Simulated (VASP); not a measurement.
Consider the following.

```
BiP
1.0
    4.27677     0.00000     0.00000
   -2.13839     3.70379     0.00000
    0.00000     0.00000     5.96077
Bi P
2 2
Cartesian
  0.00000   0.00000   0.00000
  0.00000   0.00000   2.98039
  0.00000   2.46920   1.49019
  2.13839   1.23460   4.47058
```

Method: PBE GGA, VASP's PBE PAW potentials (set 64) (plane waves; VASP). Numerical set-up: 300 eV cut-off, 6×6×4 Γ-centred mesh, Gaussian smearing of 0.10 eV, potentials Bi_d P.

At this cut-off the stress carries a Pulay error, which pulls relaxed volumes low. Unless said otherwise, spin-orbit coupling is left out, though it shifts the bands of the heavy elements here.

Predict the energy per atom (σ→0), pressure, band gap (on the k-mesh) with the smallest direct gap where there is one.

| Property | Result |
|---|---|
| band gap (on the k-mesh) | none (metal, semimetal or under 0.01 eV) |
| energy per atom (σ→0) | -4.116 eV/atom |
| pressure | 10.68 GPa |

The absolute energy has meaning only against runs of the same code, potentials and settings.

The structure was generated: BiP was put into an ordered model structure, which need not be its known phase. The cell was not relaxed at this level.
